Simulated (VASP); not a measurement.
VASP runs on PtS2 share one base input (PBE GGA, plane waves, VASP's PBE PAW potentials (set 64)) and change the settings named in each case.

### INCAR
```
NELM = 100   ! most electronic steps
LREAL = .FALSE.
EDIFF = 1E-6   ! SCF stop (eV)
LASPH = .TRUE.   ! aspherical one-centre terms
ISIF = 2
LWAVE = .FALSE.
GGA = PE   ! PBE
ALGO = Normal   ! blocked Davidson
LCHARG = .FALSE.
LMAXMIX = 6
ENCUT = 300   ! plane-wave cut-off (eV)
PREC = Accurate
ISMEAR = -1
SYSTEM = PtS2
SIGMA = 0.1
```

### POSCAR
```
PtS2
1
    3.3540250000     0.0000000000     0.0000000000
   -1.6770130000     2.9046710000     0.0000000000
    0.0000000000     0.0000000000    16.7926240000
Pt S
1 2
Direct
  0.0000000000   0.0000000000   0.5000000000
  0.3333330000   0.6666670000   0.5831500000
  0.6666670000   0.3333330000   0.4168500000
```

File KPOINTS:
```
Automatic mesh
0
Gamma
11 11 1
0 0 0
```

POTCAR, in this order: Pt S (PBE.64 set). Program: vasp_std.

```csv
change,E(σ→0) (eV/atom),largest force (eV/Å),−TS (eV)
base run,-5.0455,0.525,-0.0005
GGA = PS,-5.5551,(withheld),(withheld)
"GGA_COMPAT = .FALSE., LNONCOLLINEAR = .TRUE., LSORBIT = .TRUE., MAGMOM = 0.0 0.0 0.0 0.0 0.0 0.0 0.0 0.0 0.0, program vasp_ncl",-5.1768,(withheld),-0.0005
KPOINTS 4×4×1 Γ-centred mesh,-5.0276,0.561,-0.0010
```

Problem. Fill in the missing entries.

Solution. 
- GGA = PS, largest force (eV/Å): 0.945
- GGA = PS, −TS (eV): -0.0006
- GGA_COMPAT = .FALSE., LNONCOLLINEAR = .TRUE., LSORBIT = .TRUE., MAGMOM = 0.0 0.0 0.0 0.0 0.0 0.0 0.0 0.0 0.0, program vasp_ncl, largest force (eV/Å): 0.484

Energies of different potentials or functionals have different zeros.  The cell holds a wide vacuum, so values per volume refer to the whole cell. Unless said otherwise, spin-orbit coupling is left out, though it shifts the bands of the heavy elements here.

Left out are runs that ran out of time, are held back, or changed the cell or the kind of run, fixed moments of cells without a moment, rows past the twelfth, gaps on odd meshes, pressures of charged cells and columns that move by less than the noise.

The cell is a sheet or thin cut with vacuum, built from a generated structure.
